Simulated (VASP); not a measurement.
A convergence study with VASP on Ge (space group no. 227 when undisturbed): one setting is varied, all else stays as given below, so the limit is that of these other settings. One atom is moved off its site, so that forces are finite.

```yaml
crystal:
  lattice:
    - [0.00000, 2.84314, 2.84314]
    - [2.84314, 0.00000, 2.84314]
    - [2.84314, 2.84314, 0.00000]
  atoms:
    - { symbol: Ge, position: [0.00508, 0.00508, 0.00508] }
    - { symbol: Ge, position: [0.25000, 0.25000, 0.25000] }
```

Method: PBE GGA, VASP's PBE PAW potentials (set 64) (plane waves; VASP). The tightest run used: 720 eV cut-off, 8×8×8 Γ-centred mesh, Fermi-Dirac smearing of 0.010 eV, potentials Ge_d.

The settings run are ENCUT = 105; ENCUT = 120; ENCUT = 135; ENCUT = 150; ENCUT = 165; ENCUT = 180; ENCUT = 210; ENCUT = 240; ENCUT = 270; ENCUT = 330; ENCUT = 360; ENCUT = 405; ENCUT = 450; ENCUT = 525; ENCUT = 600; ENCUT = 720. From which on does the stress (every component) stay within 0.1 GPa of the tightest run?

From ENCUT = 525 on: it is off by 0.00 there and by no more than 0.1 in any finer run, while ENCUT = 450 is off by 0.28.
```csv
setting,E (eV/atom),pressure (GPa),largest force (eV/Å),plane waves,difference judged (GPa)
ENCUT = 105,323.5042,-9107.42,20.444,125,9110.04
ENCUT = 120,134.8833,-4651.17,11.312,144,4653.79
ENCUT = 135,57.3770,-2336.41,6.516,174,2339.04
ENCUT = 150,23.0092,-1167.23,2.011,200,1169.85
ENCUT = 165,7.1992,-584.07,0.359,229,586.70
ENCUT = 180,0.6947,-313.91,1.296,265,316.53
ENCUT = 210,-3.4588,-96.26,0.514,332,98.89
ENCUT = 240,-4.3282,-26.40,0.559,399,29.03
ENCUT = 270,-4.4693,-5.21,0.588,477,7.84
ENCUT = 330,-4.5001,2.58,0.585,638,0.04
ENCUT = 360,-4.4999,2.54,0.585,725,0.08
ENCUT = 405,-4.4987,2.28,0.585,877,0.35
ENCUT = 450,-4.4984,2.35,0.585,1012,0.28
ENCUT = 525,-4.4989,2.63,0.586,1283,0.00
ENCUT = 600,-4.4990,2.64,0.586,1543,0.02
ENCUT = 720,-4.4989,2.63,0.585,2044,0.00
```

Left out are rungs that failed or repeat a setting and relaxations that didn't move; long series are thinned to 24 rows.

The structure is a typed Ge crystal (space group no. 227). The cell was not relaxed at this level, it is distorted from the ideal structure.
